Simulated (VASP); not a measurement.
# Lattice vibrations of LaB6, part 2 of 4

Aim: the phonon dispersion and thermal properties of LaB6. The start is a cell from a database of measured crystal structures.

VASP 6.6.1; LDA; plane waves and PAW (La, B).

So far. Step 2 (Relax the host): The run ended after 5 ionic steps, 0.097 eV below its first step, once forces and stress met EDIFFG = -0.02. The relaxed cell has a = 4.100 Å (conventional setting).

## (3) Tight relaxation

Force constants are second derivatives, so residual forces and stress must first be far smaller than in an ordinary relaxation. Smearing, mesh and cutoff differ from the relaxation before, which can move the cell too.

File INCAR:

```
SYSTEM = LaB6
PREC = Accurate
ENCUT = 390
EDIFF = 1E-08
NELM = 120
ISMEAR = 1
SIGMA = 0.2
LREAL = .FALSE.
ALGO = Fast
GGA = CA
NBANDS = 21
LASPH = .TRUE.
LORBIT = 11
LWAVE = .FALSE.
LCHARG = .FALSE.
KPAR = 4
IBRION = 1
NSW = 30
ISIF = 3
EDIFFG = -0.002
POTIM = 0.4
```

File POSCAR:

```
LaB6
1.0
    4.1001351793      0.0000000000      0.0000000000
    0.0000000000      4.1001351793      0.0000000000
    0.0000000000      0.0000000000      4.1001351793
La B
1 6
Direct
    0.0000000000      0.0000000000      0.0000000000
    0.5000000000      0.5000000000      0.8001366199
    0.5000000000      0.5000000000      0.1998633801
    0.5000000000      0.8001366199      0.5000000000
    0.8001366199      0.5000000000      0.5000000000
    0.5000000000      0.1998633801      0.5000000000
    0.1998633801      0.5000000000      0.5000000000
```

File KPOINTS:

```
Automatic mesh
0
Gamma
8 8 8
0 0 0
```

PAW data sets: La and B (LDA family, release 64).

The run is started by

```console
> mpirun -np 4 vasp_std
```

The program printed:

```text
[... set-up lines as in an earlier step ...]
 entering main loop
       N       E                     dE             d eps       ncg     rms          rms(c)
DAV:   1     0.183736646326E+03    0.18374E+03   -0.92162E+03  1542   0.138E+03
DAV:   2    -0.323624458719E+02   -0.21610E+03   -0.19858E+03  1794   0.277E+02
DAV:   3    -0.585857168139E+02   -0.26223E+02   -0.24393E+02  2126   0.127E+02
DAV:   4    -0.596414024655E+02   -0.10557E+01   -0.10491E+01  2732   0.217E+01
DAV:   5    -0.596746267376E+02   -0.33224E-01   -0.33201E-01  2334   0.330E+00    0.910E+00
RMM:   6    -0.547510757525E+02    0.49236E+01   -0.10695E+01  1954   0.189E+01    0.456E+00
RMM:   7    -0.544710540214E+02    0.28002E+00   -0.76566E+00  2044   0.133E+01    0.210E+00
RMM:   8    -0.543726964109E+02    0.98358E-01   -0.12103E+00  1952   0.888E+00    0.122E+00
RMM:   9    -0.543917198280E+02   -0.19023E-01   -0.28012E-01  2117   0.227E+00    0.716E-01
RMM:  10    -0.543820243950E+02    0.96954E-02   -0.17153E-01  2032   0.282E+00    0.187E-01
RMM:  11    -0.543859158036E+02   -0.38914E-02   -0.52664E-02  2142   0.106E+00    0.141E-01
RMM:  12    -0.543877321487E+02   -0.18163E-02   -0.26610E-02  2198   0.628E-01    0.130E-01
RMM:  13    -0.543874752749E+02    0.25687E-03   -0.15248E-02  2100   0.630E-01    0.487E-02
RMM:  14    -0.543886232158E+02   -0.11479E-02   -0.12910E-02  2289   0.370E-01    0.480E-02
RMM:  15    -0.543893354838E+02   -0.71227E-03   -0.75739E-03  2384   0.295E-01    0.529E-02
RMM:  16    -0.543898342445E+02   -0.49876E-03   -0.64926E-03  2215   0.290E-01    0.488E-02
RMM:  17    -0.543903088638E+02   -0.47462E-03   -0.50713E-03  2334   0.225E-01    0.578E-02
RMM:  18    -0.543906453424E+02   -0.33648E-03   -0.36390E-03  2406   0.190E-01    0.639E-02
RMM:  19    -0.543909428516E+02   -0.29751E-03   -0.34323E-03  2231   0.198E-01    0.596E-02
RMM:  20    -0.543911505268E+02   -0.20768E-03   -0.22494E-03  2273   0.166E-01    0.618E-02
RMM:  21    -0.543913551238E+02   -0.20460E-03   -0.21787E-03  2358   0.139E-01    0.660E-02
RMM:  22    -0.543914802922E+02   -0.12517E-03   -0.13570E-03  2367   0.121E-01    0.714E-02
RMM:  23    -0.543916109894E+02   -0.13070E-03   -0.13989E-03  2256   0.109E-01    0.726E-02
RMM:  24    -0.543916871461E+02   -0.76157E-04   -0.85320E-04  2281   0.990E-02    0.824E-02
RMM:  25    -0.543917713925E+02   -0.84246E-04   -0.89558E-04  2223   0.873E-02    0.840E-02
 num prob  num prob  num prob  num prob  num prob RMM:  26    -0.543918216665E+02   -0.50274E-04   -0.54609E-04  2027   0.788E-02    0.866E-02
 num prob WARNING in EDDRMM: call to ZHEGV failed, returncode =   8  4     12
RMM:  27    -0.543918749771E+02   -0.53311E-04   -0.57312E-04  2001   0.710E-02    0.901E-02
RMM:  28    -0.543919075297E+02   -0.32553E-04   -0.35193E-04  1957   0.642E-02    0.916E-02
 num prob  num prob  num prob  num prob  num prob RMM:  29    -0.543919416835E+02   -0.34154E-04   -0.36672E-04  1925   0.580E-02    0.940E-02
 num prob RMM:  30    -0.543919630934E+02   -0.21410E-04   -0.22952E-04  1955   0.529E-02    0.950E-02
RMM:  31    -0.543919857140E+02   -0.22621E-04   -0.23657E-04  2269   0.491E-02    0.966E-02
RMM:  32    -0.543920010206E+02   -0.15307E-04   -0.15483E-04  2322   0.466E-02    0.982E-02
RMM:  33    -0.543920159203E+02   -0.14900E-04   -0.15385E-04  2261   0.410E-02    0.999E-02
 num prob RMM:  34    -0.543920253586E+02   -0.94383E-05   -0.10211E-04  2016   0.367E-02    0.101E-01
 num prob  num prob  num prob RMM:  35    -0.543920343812E+02   -0.90226E-05   -0.10137E-04  1918   0.333E-02    0.103E-01
RMM:  36    -0.543920404944E+02   -0.61132E-05   -0.68048E-05  2049   0.310E-02    0.104E-01
WARNING in EDDRMM: call to ZHEGV failed, returncode =   8  4      2
RMM:  37    -0.543920459737E+02   -0.54793E-05   -0.69556E-05  2118   0.286E-02    0.106E-01
 num prob RMM:  38    -0.543920495327E+02   -0.35591E-05   -0.45313E-05  2088   0.263E-02    0.108E-01
RMM:  39    -0.543920550438E+02   -0.55111E-05   -0.44793E-05  2177   0.246E-02    0.108E-01
 num prob WARNING in EDDRMM: call to ZHEGV failed, returncode =   8  4     11
 num prob RMM:  40    -0.543920585029E+02   -0.34591E-05   -0.31315E-05  2049   0.222E-02    0.108E-01
 num prob RMM:  41    -0.543920609192E+02   -0.24163E-05   -0.29881E-05  1837   0.200E-02    0.109E-01
RMM:  42    -0.543920632814E+02   -0.23623E-05   -0.21484E-05  1847   0.186E-02    0.109E-01
 num prob  num prob  num prob  num prob WARNING in EDDRMM: call to ZHEGV failed, returncode =   6  3      6
RMM:  43    -0.543920652216E+02   -0.19401E-05   -0.20115E-05  1785   0.170E-02    0.110E-01
WARNING in EDDRMM: call to ZHEGV failed, returncode =   8  4     13
 num prob RMM:  44    -0.543920667659E+02   -0.15443E-05   -0.14914E-05  1787   0.159E-02    0.110E-01
 num prob RMM:  45    -0.543920678464E+02   -0.10805E-05   -0.13795E-05  1728   0.146E-02    0.111E-01
RMM:  46    -0.543920699897E+02   -0.21433E-05   -0.10602E-05  2184   0.145E-02    0.109E-01
WARNING in EDDRMM: call to ZHEGV failed, returncode =   8  4      6
RMM:  47    -0.543920724051E+02   -0.24154E-05   -0.10789E-05  2391   0.153E-02    0.104E-01
WARNING in EDDRMM: call to ZHEGV failed, returncode =   8  4     12
WARNING in EDDRMM: call to ZHEGV failed, returncode =   8  4      1
RMM:  48    -0.543920737014E+02   -0.12963E-05   -0.78097E-06  2135   0.131E-02    0.101E-01
 num prob  num prob  num prob  num prob RMM:  49    -0.543920747186E+02   -0.10172E-05   -0.72802E-06  1878   0.116E-02    0.100E-01
RMM:  50    -0.543920752385E+02   -0.51993E-06   -0.54149E-06  1686   0.101E-02    0.101E-01
WARNING in EDDRMM: call to ZHEGV failed, returncode =   8  4      7
WARNING in EDDRMM: call to ZHEGV failed, returncode =   8  4     13
RMM:  51    -0.543920740508E+02    0.11877E-05   -0.52095E-06  2217   0.106E-02    0.101E-01
 num prob  num prob  num prob  num prob RMM:  52    -0.543920746259E+02   -0.57506E-06   -0.39744E-06  1637   0.874E-03    0.101E-01
 num prob  num prob WARNING in EDDRMM: call to ZHEGV failed, returncode =   6  3     13
RMM:  53    -0.543920749817E+02   -0.35577E-06   -0.35131E-06  1623   0.800E-03    0.101E-01
 num prob WARNING in EDDRMM: call to ZHEGV failed, returncode =   8  4     15
WARNING in EDDRMM: call to ZHEGV failed, returncode =   8  4     15
RMM:  54    -0.543920742619E+02    0.71977E-06   -0.29696E-06  1958   0.860E-03    0.101E-01
WARNING in EDDRMM: call to ZHEGV failed, returncode =   8  4     17
 num prob  num prob  num prob  num prob RMM:  55    -0.543920741502E+02    0.11173E-06   -0.26219E-06  1773   0.784E-03    0.101E-01
WARNING in EDDRMM: call to ZHEGV failed, returncode =   8  4      7
RMM:  56    -0.543920813661E+02   -0.72159E-05   -0.41650E-06  2455   0.138E-02    0.916E-02
WARNING in EDDRMM: call to ZHEGV failed, returncode =   8  4     10
WARNING in EDDRMM: call to ZHEGV failed, returncode =   8  4     12
RMM:  57    -0.543920823486E+02   -0.98250E-06   -0.24061E-06  2018   0.798E-03    0.899E-02
 num prob  num prob RMM:  58    -0.543920824989E+02   -0.15032E-06   -0.19378E-06  1732   0.677E-03    0.891E-02
 num prob  num prob  num prob RMM:  59    -0.543920823831E+02    0.11581E-06   -0.15351E-06  1638   0.635E-03    0.886E-02
 num prob  num prob  num prob  num prob  num prob  num prob WARNING in EDDRMM: call to ZHEGV failed, returncode =   6  3      9
RMM:  60    -0.543920826382E+02   -0.25505E-06   -0.14851E-06  1482   0.571E-03    0.889E-02
WARNING in EDDRMM: call to ZHEGV failed, returncode =   8  4      2
WARNING in EDDRMM: call to ZHEGV failed, returncode =   8  4      8
WARNING in EDDRMM: call to ZHEGV failed, returncode =   8  4      8
WARNING in EDDRMM: call to ZHEGV failed, returncode =   8  4      2
RMM:  61    -0.543920857210E+02   -0.30829E-05   -0.21412E-06  2422   0.913E-03    0.872E-02
 num prob  num prob RMM:  62    -0.543920861461E+02   -0.42511E-06   -0.13064E-06  1735   0.600E-03    0.875E-02
 num prob  num prob  num prob RMM:  63    -0.543920861542E+02   -0.80661E-08   -0.10716E-06  1636   0.545E-03    0.871E-02
WARNING in EDDRMM: call to ZHEGV failed, returncode =   8  4      1
WARNING in EDDRMM: call to ZHEGV failed, returncode =   8  4      1
RMM:  64    -0.543920850999E+02    0.10543E-05   -0.13893E-06  2319   0.746E-03    0.843E-02
WARNING in EDDRMM: call to ZHEGV failed, returncode =   8  4      2
RMM:  65    -0.543920838374E+02    0.12625E-05   -0.25662E-06  2463   0.113E-02    0.744E-02
WARNING in EDDRMM: call to ZHEGV failed, returncode =   8  4      5
WARNING in EDDRMM: call to ZHEGV failed, returncode =   8  4      3
WARNING in EDDRMM: call to ZHEGV failed, returncode =   8  4      3
RMM:  66    -0.543920849863E+02   -0.11489E-05   -0.24250E-06  2399   0.107E-02    0.589E-02
RMM:  67    -0.543920832058E+02    0.17805E-05   -0.35800E-06  2477   0.134E-02    0.466E-02
RMM:  68    -0.543920818717E+02    0.13341E-05   -0.40891E-06  2466   0.138E-02    0.333E-02
WARNING in EDDRMM: call to ZHEGV failed, returncode =   8  4      8
RMM:  69    -0.543920809871E+02    0.88457E-06   -0.29585E-06  2478   0.125E-02    0.215E-02
RMM:  70    -0.543920805867E+02    0.40040E-06   -0.22360E-06  2463   0.991E-03    0.130E-02
WARNING in EDDRMM: call to ZHEGV failed, returncode =   8  4      8
RMM:  71    -0.543920804218E+02    0.16487E-06   -0.15401E-06  2452   0.896E-03    0.532E-03
WARNING in EDDRMM: call to ZHEGV failed, returncode =   8  4     11
WARNING in EDDRMM: call to ZHEGV failed, returncode =   8  4     15
WARNING in EDDRMM: call to ZHEGV failed, returncode =   8  4     14
WARNING in EDDRMM: call to ZHEGV failed, returncode =   8  4     15
WARNING in EDDRMM: call to ZHEGV failed, returncode =   8  4     15
WARNING in EDDRMM: call to ZHEGV failed, returncode =   8  4     10
RMM:  72    -0.543920804598E+02   -0.37993E-07   -0.79582E-07  1983   0.497E-03    0.239E-03
WARNING in EDDRMM: call to ZHEGV failed, returncode =   8  4      8
RMM:  73    -0.543920804832E+02   -0.23348E-07   -0.32976E-07  1615   0.379E-03    0.106E-03
 num prob  num prob RMM:  74    -0.543920805235E+02   -0.40351E-07   -0.43014E-07  1303   0.302E-03    0.745E-04
RMM:  75    -0.543920805402E+02   -0.16654E-07   -0.21948E-07  1244   0.289E-03    0.155E-04
 num prob RMM:  76    -0.543920805713E+02   -0.31084E-07   -0.33846E-07  1192   0.277E-03    0.418E-05
 num prob RMM:  77    -0.543920805873E+02   -0.16033E-07   -0.18151E-07  1154   0.242E-03    0.401E-05
 num prob RMM:  78    -0.543920806119E+02   -0.24661E-07   -0.27613E-07  1128   0.224E-03    0.401E-05
 num prob RMM:  79    -0.543920806244E+02   -0.12451E-07   -0.15828E-07  1086   0.197E-03    0.340E-05
 num prob RMM:  80    -0.543920806455E+02   -0.21080E-07   -0.23540E-07  1058   0.188E-03    0.253E-05
 num prob RMM:  81    -0.543920806566E+02   -0.11159E-07   -0.14385E-07  1019   0.172E-03    0.276E-05
 num prob RMM:  82    -0.543920806746E+02   -0.17988E-07   -0.20474E-07   984   0.165E-03    0.263E-05
 num prob RMM:  83    -0.543920806846E+02   -0.10003E-07   -0.12848E-07   924   0.154E-03    0.313E-05
 num prob RMM:  84    -0.543920806995E+02   -0.14909E-07   -0.18008E-07   907   0.150E-03    0.282E-05
 num prob RMM:  85    -0.543920807085E+02   -0.89665E-08   -0.11570E-07   862   0.141E-03    0.320E-05
RMM:  86    -0.543920807226E+02   -0.14051E-07   -0.16234E-07   860   0.139E-03    0.382E-05
 num prob RMM:  87    -0.543920807319E+02   -0.93303E-08   -0.10604E-07   848   0.131E-03    0.351E-05
 num prob  num prob RMM:  88    -0.543920807437E+02   -0.11789E-07   -0.14390E-07   830   0.131E-03    0.345E-05
 num prob RMM:  89    -0.543920807501E+02   -0.64097E-08   -0.96916E-08   812   0.123E-03
   1 F= -.54392081E+02 E0= -.54391874E+02  d E =-.543921E+02
 BRION: g(F)=  0.569E-05 g(S)=  0.762E-04
 bond charge predicted
       N       E                     dE             d eps       ncg     rms          rms(c)
DAV:   1    -0.543922071239E+02   -0.12638E-03   -0.36183E-03  2228   0.542E-01    0.502E-02
RMM:   2    -0.543921143770E+02    0.92747E-04   -0.20064E-04  1866   0.147E-01    0.207E-02
RMM:   3    -0.543921075006E+02    0.68763E-05   -0.18478E-04  1932   0.808E-02    0.532E-03
RMM:   4    -0.543921068207E+02    0.67991E-06   -0.13774E-05  1972   0.287E-02    0.344E-03
RMM:   5    -0.543921072331E+02   -0.41238E-06   -0.88588E-06  1998   0.163E-02    0.210E-03
RMM:   6    -0.543921072019E+02    0.31203E-07   -0.17765E-06  1997   0.722E-03    0.538E-04
WARNING in EDDRMM: call to ZHEGV failed, returncode =   6  3      6
RMM:   7    -0.543921072678E+02   -0.65917E-07   -0.78944E-07  1806   0.403E-03    0.189E-04
 num prob  num prob  num prob  num prob RMM:   8    -0.543921072937E+02   -0.25861E-07   -0.27124E-07  1438   0.281E-03    0.106E-04
 num prob  num prob  num prob  num prob  num prob RMM:   9    -0.543921073114E+02   -0.17717E-07   -0.18747E-07  1268   0.198E-03    0.375E-05
 num prob  num prob  num prob  num prob RMM:  10    -0.543921073202E+02   -0.88069E-08   -0.93522E-08  1240   0.176E-03
   2 F= -.54392107E+02 E0= -.54391901E+02  d E =-.265701E-04
[...]
3 F= -.54392111E+02 E0= -.54391905E+02  d E =-.356817E-05
[...]
4 F= -.54392111E+02 E0= -.54391904E+02  d E =0.214298E-06
 BRION: g(F)=  0.271E-05 g(S)=  0.135E-06 retain N=  2 mean eig= 0.65
 eig:   0.837  0.454
 bond charge predicted
       N       E                     dE             d eps       ncg     rms          rms(c)
DAV:   1    -0.543921113996E+02   -0.71837E-06   -0.26437E-05  2215   0.304E-02    0.215E-03
RMM:   2    -0.543921112419E+02    0.15771E-06   -0.80707E-07  1849   0.723E-03    0.100E-03
RMM:   3    -0.543921112214E+02    0.20505E-07   -0.33989E-07  1678   0.381E-03    0.283E-04
RMM:   4    -0.543921112214E+02    0.31150E-10   -0.44190E-08  1125   0.252E-03
   5 F= -.54392111E+02 E0= -.54391905E+02  d E =-.547303E-06
 BRION: g(F)=  0.325E-08 g(S)=  0.165E-08 retain N=  1 mean eig= 0.49
 eig:   0.491
 reached required accuracy - stopping structural energy minimisation
```

Wall time 88 s (4 MPI ranks of AMD EPYC 7R43, shared host); peak memory 0.54 GiB.

From OUTCAR (step 3):

```text
  LATTYP: Found a simple cubic cell.
 ALAT       =     4.1001351793

The static configuration has the point symmetry O_h .

 Found     35 irreducible k-points:

   k-points           NKPTS =     35   k-points in BZ     NKDIM =     35   number of bands    NBANDS=     21

   ENCUT  =  390.0 eV  28.66 Ry    5.35 a.u.   6.60  6.60  6.60*2*pi/ulx,y,z

   NELECT =      29.0000    total number of electrons

 E-fermi :   8.8217

 k-point     1 :       0.0000    0.0000    0.0000
  band No.  band energies     occupation
    ...
     10       1.9980      2.00000
     11       1.9980      2.00000
     12       7.0100      2.00000
     13       7.0100      2.00000
     14       7.0100      2.00000
     15       9.0873     -0.06808
     16       9.0873     -0.06808
     17       9.0873     -0.06808
     18      10.5031     -0.00000
     19      10.5031     -0.00000
    ...

 k-point     2 :       0.1250    0.0000    0.0000
  band No.  band energies     occupation
    ...
     11       2.8736      2.00000
     12       6.5818      2.00000
     13       6.5818      2.00000
     14       7.0605      2.00000
     15       8.4020      2.01147
     16       9.5722     -0.00000
     17       9.5722     -0.00000
     18      10.5118     -0.00000
     19      10.7741     -0.00000
     20      10.8034     -0.00000
    ...

  Total       -0.0003162     -0.0003162     -0.0003162     -0.0000000      0.0000000     -0.0000000
  in kB       -0.0073565     -0.0073565     -0.0073565     -0.0000000      0.0000000     -0.0000000
  external PRESSURE =      -0.0073565 kB  Pullay stress =       0.0000000 kB

  energy-cutoff  :      390.00
  volume of cell :       68.87
      direct lattice vectors                 reciprocal lattice vectors
     4.098975235  0.000000000  0.000000000     0.243963416 -0.000000000  0.000000000
     0.000000000  4.098975235 -0.000000000    -0.000000000  0.243963416 -0.000000000
    -0.000000000  0.000000000  4.098975235    -0.000000000  0.000000000  0.243963416

 POSITION                                       TOTAL-FORCE (eV/Angst)
 -----------------------------------------------------------------------------------
      0.00000      0.00000     -0.00000         0.000000      0.000000     -0.000000
      2.04949      2.04949      3.27986         0.000000      0.000000     -0.000118
      2.04949      2.04949      0.81911        -0.000000      0.000000      0.000118
      2.04949      3.27986      2.04949        -0.000000     -0.000118      0.000000
      3.27986      2.04949      2.04949        -0.000118      0.000000     -0.000000
      2.04949      0.81911      2.04949         0.000000      0.000118     -0.000000
      0.81911      2.04949      2.04949         0.000118      0.000000      0.000000
 -----------------------------------------------------------------------------------
    total drift:                                0.000000      0.000000      0.000000

  FREE ENERGIE OF THE ION-ELECTRON SYSTEM (eV)
  ---------------------------------------------------
  free  energy   TOTEN  =       -54.3921112214 eV

  energy  without entropy=      -54.3914924732  energy(sigma->0) =      -54.39190497

 total charge
# of ion       s       p       d       f       tot
--------------------------------------------------
    1        2.009   5.651   0.669   0.247   8.576
    2        0.701   1.412   0.000   0.000   2.113
    3        0.701   1.412   0.000   0.000   2.113
    4        0.701   1.412   0.000   0.000   2.113
    5        0.701   1.412   0.000   0.000   2.113
    6        0.701   1.412   0.000   0.000   2.113
    7        0.701   1.412   0.000   0.000   2.113
--------------------------------------------------
tot          6.217  14.123   0.669   0.247  21.256

[... 3 parts as in an earlier step ...]

[... 7 further parts left out ...]
```

CONTCAR:

```
LaB6
   1.00000000000000
     4.0989752350675026    0.0000000000000000    0.0000000000000000
     0.0000000000000000    4.0989752350675026   -0.0000000000000000
    -0.0000000000000000    0.0000000000000000    4.0989752350675026
  La              B
     1     6
Direct
     0.0000000000000000    0.0000000000000000   -0.0000000000000000
     0.5000000000000000    0.5000000000000000    0.8001661301894801
     0.5000000000000000    0.5000000000000000    0.1998338698105198
     0.5000000000000000    0.8001661301894801    0.5000000000000000
     0.8001661301894801    0.5000000000000000    0.5000000000000000
     0.5000000000000000    0.1998338698105198    0.5000000000000000
     0.1998338698105198    0.5000000000000000    0.5000000000000000
```

Little changed from the start: no atom moved by 0.005 Å and no cell edge by 0.1 %.

This step gave:

| Property | Result |
| --- | --- |
| electronic cycles | 114 |
| free energy (TOTEN) | -54.3921 eV |
| energy at zero smearing | -54.3919 eV |
| Fermi energy | 8.822 eV |
| pressure | -7.36e-4 GPa |

The run ended after 5 ionic steps, 0.000 eV below its first step, once forces and stress met EDIFFG = -0.002.

(Continued in part 3 of 4.)

[Lines on the potential files, build, host, timing and source positions are cut from VASP's logs without a mark.]

[Logs are printed without paths, hosts, clocks, repeated set-up lines and the standing remarks that a program may print on its own settings, such as how far it seeks lower states.]

[Hosts, paths, dates, database ids (printed as entryN), source tags and the programs' standing remarks are cut or masked in the printed files.]

[Runs that stopped without an error message from VASP are left out.]
